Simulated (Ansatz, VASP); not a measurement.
# SnO2 (Cassiterite) in two plane-wave programs

Wanted: the spread between two codes on one cell, functional and k mesh. The cell is taken from a series of runs on this material, whose earlier steps may have relaxed, scaled, displaced or heated it; both programs get it as it stands.

Calculated with Ansatz 0.2.0; plane waves, with VASP 6.6.1 beside it; relaxation of cell and atoms at PBE, spin-orbit coupling.

### Step 1. Set-up

It takes space group P4_2/mnm (No. 136, tetragonal). Conventional cell: a = 4.827 Å, b = 4.827 Å, c = 3.238 Å, α = 90.00°, β = 90.00°, γ = 90.00°. Sn has 6 O at 2.09 Å nearest. O has 3 Sn at 2.09 Å nearest. Farther neighbours and most contacts between anions are not listed.

Coordinates:

```cif
data_structure
_symmetry_space_group_name_H-M 'P 1'
_symmetry_Int_Tables_number 1
_cell_length_a 4.8274
_cell_length_b 4.8274
_cell_length_c 3.2381
_cell_angle_alpha 90.000
_cell_angle_beta 90.000
_cell_angle_gamma 90.000
_cell_volume 75.46
loop_
_atom_site_label
_atom_site_type_symbol
_atom_site_fract_x
_atom_site_fract_y
_atom_site_fract_z
_atom_site_occupancy
Sn1 Sn 0.00000 0.00000 0.00000 1
Sn2 Sn 0.50000 0.50000 0.50000 1
O3 O 0.30654 0.30654 0.00000 1
O4 O 0.19346 0.80654 0.50000 1
O5 O 0.69346 0.69346 0.00000 1
O6 O 0.80654 0.19346 0.50000 1
```

### Step 2. VASP: relaxation of cell and atoms, PBE, spin-orbit coupling

The relaxed volume is the usual yardstick between codes: in a stiff, nearly cubic crystal its relative difference is about their pressure difference at one cell divided by the bulk modulus.

Lines of VASP's logs that name or quote its potential files are left out, and so is its time.

INCAR

```
SYSTEM = SnO2
PREC = Accurate
ENCUT = 600
EDIFF = 1E-07
NELM = 200
ISMEAR = 0
SIGMA = 0.01
LREAL = .FALSE.
ALGO = Normal
GGA = PE
LNONCOLLINEAR = .TRUE.
MAGMOM = 0 0 0 0 0 0 0 0 0 0 0 0 0 0 0 0 0 0
NBANDS = 64
GGA_COMPAT = .FALSE.
LASPH = .TRUE.
LSORBIT = .TRUE.
LORBIT = 11
LWAVE = .FALSE.
LCHARG = .FALSE.
ISIF = 3
IBRION = 2
NSW = 80
EDIFFG = -0.005
NELMIN = 4
EFERMI = MIDGAP
KPAR = 2
```

POSCAR

```
SnO2
1.0
    4.8274200000      0.0000000000      0.0000000000
    0.0000000000      4.8274200000      0.0000000000
    0.0000000000      0.0000000000      3.2380690000
Sn O
2 4
Direct
    0.0000000000      0.0000000000      0.0000000000
    0.5000000000      0.5000000000      0.5000001544
    0.3065442825      0.3065442825      0.0000000000
    0.1934557175      0.8065442825      0.5000001544
    0.6934557175      0.6934557175      0.0000000000
    0.8065442825      0.1934557175      0.5000001544
```

KPOINTS

```
Automatic mesh
0
Gamma
6 6 8
0 0 0
```

PAW data sets: Sn_d and O (PBE family, release 64).

The run is started by

```
$ mpirun -np 2 vasp_ncl
```

Numbers of over 12 decimals in the logs are rounded to 6 here.

Output:

```text
[banner, memory and clock lines left out]
running    2 mpi-ranks, on    1 nodes
 distrk:  each k-point on    1 cores,    2 groups
 distr:  one band on    1 cores,    1 groups

 POSCAR found type information on POSCAR SnO
 POSCAR found :  2 types and       6 ions
 LDA part: xc-table for (Slater+PW92), standard interpolation
 POSCAR, INCAR and KPOINTS ok, starting setup
 FFT: planning ... GRIDC
 FFT: planning ... GRID_SOFT
 FFT: planning ... GRID
 WAVECAR not read
 entering main loop
       N       E                     dE             d eps       ncg     rms          rms(c)
DAV:   1     0.845540170581E+03    0.84554E+03   -0.26177E+04  7424   0.275E+03
DAV:   2     0.147491378375E+03   -0.69805E+03   -0.66108E+03  6696   0.857E+02
DAV:   3    -0.273232057439E+02   -0.17481E+03   -0.17016E+03  7016   0.296E+02
DAV:   4    -0.430188751654E+02   -0.15696E+02   -0.15516E+02  7944   0.981E+01
DAV:   5    -0.434923111342E+02   -0.47344E+00   -0.47180E+00  7560   0.176E+01    0.155E+01
DAV:   6    -0.372670867993E+02    0.62252E+01   -0.21535E+01 10176   0.721E+01    0.568E+00
DAV:   7    -0.374233155101E+02   -0.15623E+00   -0.25267E+00  7176   0.972E+00    0.329E+00
DAV:   8    -0.374096721320E+02    0.13643E-01   -0.33773E-01  9328   0.554E+00    0.105E+00
DAV:   9    -0.373921701326E+02    0.17502E-01   -0.57328E-02  9624   0.345E+00    0.370E-01
DAV:  10    -0.373929829378E+02   -0.81281E-03   -0.11337E-02  9800   0.879E-01    0.136E-01
DAV:  11    -0.373932616261E+02   -0.27869E-03   -0.24149E-03  8784   0.654E-01    0.382E-02
DAV:  12    -0.373932462356E+02    0.15391E-04   -0.22052E-04  9352   0.203E-01    0.577E-03
DAV:  13    -0.373932482485E+02   -0.20129E-05   -0.32362E-05  9088   0.502E-02    0.645E-03
DAV:  14    -0.373932477203E+02    0.52812E-06   -0.23425E-06  7544   0.140E-02    0.366E-03
DAV:  15    -0.373932472218E+02    0.49852E-06   -0.92089E-07  7328   0.936E-03    0.401E-04
DAV:  16    -0.373932473639E+02   -0.14210E-06   -0.80013E-08  4696   0.280E-03    0.212E-04
DAV:  17    -0.373932473509E+02    0.13033E-07   -0.14527E-08  4160   0.131E-03
   1 F= -.37393247E+02 E0= -.37393247E+02  d E =-.373932E+02  mag=     0.0000     0.0000    -0.0000
 curvature:   0.00 expect dE= 0.000E+00 dE for cont linesearch  0.000E+00
 trial: gam= 0.00000 g(F)=  0.202E-04 g(S)=  0.931E-03 ort = 0.000E+00 (trialstep = 0.100E+01)
 search vector abs. value=  0.952E-03
 bond charge predicted
       N       E                     dE             d eps       ncg     rms          rms(c)
DAV:   1    -0.374008490653E+02   -0.76017E-02   -0.20453E-01  8528   0.690E+00    0.603E-01
DAV:   2    -0.373945930362E+02    0.62560E-02   -0.18576E-02  8648   0.153E+00    0.218E-01
DAV:   3    -0.373933314488E+02    0.12616E-02   -0.26133E-03  9376   0.107E+00    0.669E-02
DAV:   4    -0.373931662624E+02    0.16519E-03   -0.47701E-04  9144   0.466E-01    0.232E-02
DAV:   5    -0.373931719599E+02   -0.56975E-05   -0.19631E-04  7296   0.119E-01    0.842E-03
DAV:   6    -0.373931617108E+02    0.10249E-04   -0.94321E-06  8328   0.264E-02    0.477E-03
DAV:   7    -0.373931601791E+02    0.15317E-05   -0.15682E-06  7952   0.117E-02    0.298E-03
DAV:   8    -0.373931601639E+02    0.15181E-07   -0.13092E-07  5720   0.648E-03
   2 F= -.37393160E+02 E0= -.37393160E+02  d E =0.871870E-04  mag=     0.0000     0.0000    -0.0000
 trial-energy change:    0.000087  1 .order    0.000081   -0.000952    0.001113
 step:   0.4563(harm=  0.4609)  dis= 0.00016  next Energy=   -37.393464 (dE=-0.216E-03)
 bond charge predicted
       N       E                     dE             d eps       ncg     rms          rms(c)
DAV:   1    -0.373957204357E+02   -0.25603E-02   -0.60109E-02  8488   0.371E+00    0.328E-01
DAV:   2    -0.373938686675E+02    0.18518E-02   -0.55012E-03  8592   0.837E-01    0.118E-01
DAV:   3    -0.373934962898E+02    0.37238E-03   -0.77073E-04  9376   0.590E-01    0.364E-02
DAV:   4    -0.373934546429E+02    0.41647E-04   -0.14052E-04  9096   0.254E-01    0.125E-02
DAV:   5    -0.373934594150E+02   -0.47721E-05   -0.57978E-05  7264   0.649E-02    0.459E-03
DAV:   6    -0.373934607928E+02   -0.13778E-05   -0.28174E-06  8368   0.144E-02    0.259E-03
DAV:   7    -0.373934613411E+02   -0.54828E-06   -0.45453E-07  7336   0.634E-03    0.162E-03
DAV:   8    -0.373934613132E+02    0.27861E-07   -0.30598E-08  4104   0.356E-03
   3 F= -.37393461E+02 E0= -.37393461E+02  d E =-.213962E-03  mag=     0.0000    -0.0000    -0.0000
 curvature:  -0.23 expect dE=-0.973E-06 dE for cont linesearch -0.133E-06
 trial: gam=-0.02023 g(F)=  0.108E-05 g(S)=  0.314E-05 ort = 0.235E-04 (trialstep = 0.891E+00)
 search vector abs. value=  0.366E-05
 reached required accuracy - stopping structural energy minimisation
```

Parts of OUTCAR (step 2):

```text
ion  position               nearest neighbor table
   1  0.000  0.000  0.000-   4 2.09   6 2.09   4 2.09   6 2.09   5 2.09   3 2.09
   2  0.500  0.500  0.500-   3 2.09   5 2.09   3 2.09   5 2.09   4 2.09   6 2.09
   3  0.307  0.307  0.000-   2 2.09   2 2.09   1 2.09
   4  0.193  0.807  0.500-   1 2.09   1 2.09   2 2.09
   5  0.693  0.693  0.000-   2 2.09   2 2.09   1 2.09
   6  0.807  0.193  0.500-   1 2.09   1 2.09   2 2.09

  LATTYP: Found a simple tetragonal cell.
 ALAT       =     4.8274200000
 C/A-ratio  =     0.6707659578

 Subroutine GETGRP returns: Found 16 space group operations
 (whereof  8 operations were pure point group operations)

The static configuration has the point symmetry D_2h.
 The point group associated with its full space group is D_4h.

 Found     50 irreducible k-points:

   k-points           NKPTS =     50   k-points in BZ     NKDIM =     50   number of bands    NBANDS=     64

   dimension x,y,z NGX =    40 NGY =   40 NGZ =   28
   dimension x,y,z NGXF=    80 NGYF=   80 NGZF=   56

   ENCUT  =  600.0 eV  44.10 Ry    6.64 a.u.   9.64  9.64  6.47*2*pi/ulx,y,z

   NELECT =      52.0000    total number of electrons

 k-points in reciprocal lattice and weights: Automatic mesh
   0.00000000  0.00000000  0.00000000       0.003
   0.16666667  0.00000000  0.00000000       0.014
   0.33333333  0.00000000  0.00000000       0.014
   0.50000000  0.00000000  0.00000000       0.007
   0.16666667  0.16666667  0.00000000       0.014
   0.33333333  0.16666667  0.00000000       0.028
   0.50000000  0.16666667  0.00000000       0.014
   0.33333333  0.33333333  0.00000000       0.014
   0.50000000  0.33333333  0.00000000       0.014
[...]
0.50000000  0.33333333  0.50000000       0.014
   0.50000000  0.50000000  0.50000000       0.003

 average (electrostatic) potential at core
       1-100.1267       2-100.1267       3 -68.4578       4 -68.4578       5 -68.4578
       6 -68.4578

 E-fermi :   5.8280

 k-point     1 :       0.0000    0.0000    0.0000
  band No.  band energies     occupation
    ...
     48       4.7537      1.00000
     49       4.7777      1.00000
     50       4.7777      1.00000
     51       5.5044      1.00000
     52       5.5044      1.00000
     53       6.1515      0.00000
     54       6.1515      0.00000
     55      11.1756      0.00000
     56      11.1756      0.00000
     57      11.4304      0.00000
    ...

 k-point     2 :       0.1667    0.0000    0.0000
  band No.  band energies     occupation
    ...
     48       4.2763      1.00000
     49       4.7816      1.00000
     50       4.7816      1.00000
     51       5.3740      1.00000
     52       5.3740      1.00000
     53       6.8949      0.00000
     54       6.8949      0.00000
     55      10.9162      0.00000
     56      10.9162      0.00000
     57      11.6183      0.00000
    ...

 k-point     3 :       0.3333    0.0000    0.0000
  band No.  band energies     occupation
    ...
     48       4.3016      1.00000
     49       4.8240      1.00000
     50       4.8240      1.00000
     51       5.0900      1.00000
     52       5.0900      1.00000
     53       8.1400      0.00000
     54       8.1400      0.00000
     55      10.3228      0.00000
     56      10.3228      0.00000
     57      11.9819      0.00000
    ...

  Total       -0.0049773     -0.0049773      0.0184590      0.0000000      0.0000000      0.0000000
  in kB       -0.1054603     -0.1054603      0.3911154      0.0000000      0.0000000      0.0000000
  external PRESSURE =       0.0600650 kB  Pullay stress =       0.0000000 kB

  energy-cutoff  :      600.00
  volume of cell :       75.62
      direct lattice vectors                 reciprocal lattice vectors
     4.830029539  0.000000000  0.000000000     0.207038071  0.000000000  0.000000000
     0.000000000  4.830029539  0.000000000    -0.000000000  0.207038071  0.000000000
     0.000000000  0.000000000  3.241265782     0.000000000  0.000000000  0.308521444

 POSITION                                       TOTAL-FORCE (eV/Angst)
 -----------------------------------------------------------------------------------
      0.00000      0.00000      0.00000         0.000000     -0.000000      0.000000
      2.41501      2.41501      1.62063         0.000000     -0.000000      0.000000
      1.48046      1.48046      0.00000         0.001675      0.001675      0.000000
      0.93456      3.89547      1.62063        -0.001675      0.001675      0.000000
      3.34957      3.34957      0.00000        -0.001675     -0.001675      0.000000
      3.89547      0.93456      1.62063         0.001675     -0.001675      0.000000
 -----------------------------------------------------------------------------------
    total drift:                               -0.000000     -0.000000     -0.001207

  FREE ENERGIE OF THE ION-ELECTRON SYSTEM (eV)
  ---------------------------------------------------
  free  energy   TOTEN  =       -37.3934613132 eV

  energy  without entropy=      -37.3934613132  energy(sigma->0) =      -37.39346131

 reached required accuracy - stopping structural energy minimisation

 Spin-Orbit-Coupling matrix elements
 Ion:    1  E_soc:     -0.0727690
 Ion:    2  E_soc:     -0.0727690
 Ion:    3  E_soc:     -0.0003612
 Ion:    4  E_soc:     -0.0003612
 Ion:    5  E_soc:     -0.0003612
 Ion:    6  E_soc:     -0.0003612

 total charge
# of ion       s       p       d       tot
------------------------------------------
    1        0.880   1.025  10.327  12.232
    2        0.880   1.025  10.327  12.232
    3        1.557   3.481   0.000   5.039
    4        1.557   3.481   0.000   5.039
    5        1.557   3.481   0.000   5.039
    6        1.557   3.481   0.000   5.039
--------------------------------------------------
tot          7.989  15.974  20.654  44.618

 magnetization (x)
# of ion       s       p       d       tot
------------------------------------------
    1        0.000   0.000   0.000   0.000
    2        0.000   0.000   0.000   0.000
    3        0.000   0.000   0.000   0.000
    4        0.000   0.000   0.000   0.000
    5        0.000   0.000   0.000   0.000
    6        0.000   0.000   0.000   0.000
--------------------------------------------------
tot          0.000   0.000   0.000   0.000

 magnetization (y)
# of ion       s       p       d       tot
------------------------------------------
    1        0.000   0.000   0.000   0.000
    2        0.000   0.000   0.000   0.000
    3        0.000   0.000   0.000   0.000
    4        0.000   0.000   0.000   0.000
    5        0.000   0.000   0.000   0.000
    6        0.000   0.000   0.000   0.000
--------------------------------------------------
tot          0.000   0.000   0.000   0.000

 magnetization (z)
# of ion       s       p       d       tot
------------------------------------------
    1        0.000   0.000  -0.000  -0.000
    2        0.000  -0.000  -0.000  -0.000
    3        0.000   0.000   0.000   0.000
    4        0.000   0.000   0.000   0.000
    5        0.000   0.000   0.000   0.000
    6        0.000   0.000   0.000   0.000
--------------------------------------------------
tot          0.000  -0.000  -0.000  -0.000

[... 3 further parts left out ...]
```

CONTCAR:

```
SnO2
   1.00000000000000
     4.8300295386102290    0.0000000000000000    0.0000000000000000
     0.0000000000000000    4.8300295386102290    0.0000000000000000
     0.0000000000000000    0.0000000000000000    3.2412657816035333
  Sn              O
     2     4
Direct
     0.0000000000000000    0.0000000000000000    0.0000000000000000
     0.5000000000000000    0.5000000000000000    0.5000001543999986
     0.3065112850057274    0.3065112850057274    0.0000000000000000
     0.1934887149942727    0.8065112850057273    0.5000001543999986
     0.6934887149942727    0.6934887149942727    0.0000000000000000
     0.8065112850057273    0.1934887149942727    0.5000001543999986
```

The run keeps the 16 symmetry operations of its start, so it cannot find a distortion of lower symmetry.

[end of part 1 of 2]

[Lines on the potential files, build, host, timing and source positions are cut from VASP's logs without a mark.]

[Logs are printed without paths, hosts, clocks, repeated set-up lines and the standing remarks that a program may print on its own settings, such as how far it seeks lower states.]

[Hosts, paths, dates, database ids (printed as entryN), source tags and the programs' standing remarks are cut or masked in the printed files.]
